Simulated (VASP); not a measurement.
```yaml
crystal:
  lattice:
    - [0.00000, 2.23201, 2.23201]
    - [2.23201, 0.00000, 2.23201]
    - [2.23201, 2.23201, 0.00000]
  atoms:
    - { symbol: Ga, position: [0.00000, 0.00000, 0.00000] }
    - { symbol: N, position: [0.25000, 0.25000, 0.25000] }
```

All values below come from LDA (Ceperley-Alder, Perdew-Zunger) with spin-orbit coupling, VASP's LDA PAW potentials (set 64) (plane waves; VASP). Settings: 520 eV cut-off, 9×9×9 Γ-centred mesh, Gaussian smearing of 0.050 eV, potentials Ga_d N.

Problem. Give the energies of bands 13 to 22 at the high-symmetry points, in eV from the valence-band maximum.

Solution. 
```csv
band,Γ,X,U,L,W
13,-0.01,-6.33,-6.07,-7.32,-5.89
14,-0.01,-6.33,-6.06,-7.32,-5.89
15,0.00,-2.86,-4.49,-1.03,-3.90
16,0.00,-2.86,-4.45,-1.03,-3.88
17,0.00,-2.82,-2.29,-1.01,-3.84
18,0.00,-2.82,-2.28,-1.01,-3.81
19,1.93,3.25,4.92,4.74,6.16
20,1.93,3.25,4.92,4.74,6.17
21,10.05,6.65,7.94,8.74,8.52
22,10.05,6.65,7.95,8.74,8.53
```

The gap is direct, 1.93 eV, from the valence maximum at Γ to the conduction minimum at Γ.

The compound is GaN in the zinc blende structure, a metastable form; wurtzite is the usual one. It was relaxed first.
